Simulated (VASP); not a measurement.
A VASP calculation is set up with these files.

**INCAR**
```
SYSTEM=KI
PREC=Accurate; ENCUT=500; LREAL=.FALSE.
LASPH=.TRUE.
EDIFF=1E-6; NELM=100; ALGO=Normal
LMAXMIX=4
ISMEAR=0; SIGMA=0.05
IBRION=2; NSW=40; ISIF=3
EDIFFG=-0.02
LWAVE=.FALSE.; LCHARG=.FALSE.
```

**POSCAR**
```
KI
1
    0.0000000000     3.4131960256     3.4131960256
    3.4131960256     0.0000000000     3.4131960256
    3.4131960256     3.4131960256     0.0000000000
K I
1 1
Direct
  0.0000000000   0.0000000000   0.0000000000
  0.5000000000   0.5000000000   0.5000000000
```

**KPOINTS**
```
Automatic mesh
0
G
  7 7 7
0 0 0
```

POTCAR, in this order: K_sv I (LDA.64 set). Program: vasp_std.

### Question
Write an equivalent input for Quantum ESPRESSO's pw.x.

### Answer
One equivalent input (not run):
```
&CONTROL
  calculation = 'vc-relax'
  pseudo_dir = './pseudo'
  outdir = './out'
  tprnfor = .true.
  tstress = .true.
  nstep = 40
  forc_conv_thr = 0.00078
/
&SYSTEM
  ibrav = 0
  nat = 2
  ntyp = 2
  ecutwfc = 72
  occupations = 'smearing'
  smearing = 'gaussian'
  degauss = 0.003675
  input_dft = 'pz'
/
&ELECTRONS
  conv_thr = 7.3e-08
  electron_maxstep = 100
/
&IONS
/
&CELL
/
ATOMIC_SPECIES
  K 39.098 K.upf
  I 126.904 I.upf
CELL_PARAMETERS angstrom
     0.0000000    3.4131960    3.4131960
     3.4131960    0.0000000    3.4131960
     3.4131960    3.4131960    0.0000000
ATOMIC_POSITIONS crystal
  K    0.0000000  0.0000000  0.0000000
  I    0.5000000  0.5000000  0.5000000
K_POINTS automatic
  7 7 7 0 0 0
```
What does not carry over: the potentials are each code's own (VASP's PAW set, PseudoDojo norm-conserving files in pw.x), so ENCUT and ecutwfc are chosen apart and not converted; conv_thr bounds pw.x's estimated SCF error, while EDIFF bounds the energy change between steps; forc_conv_thr acts on force components and is met together with etot_conv_thr.

The compound is KI in the rock salt structure. It was relaxed first, which changed the volume by -10 %.
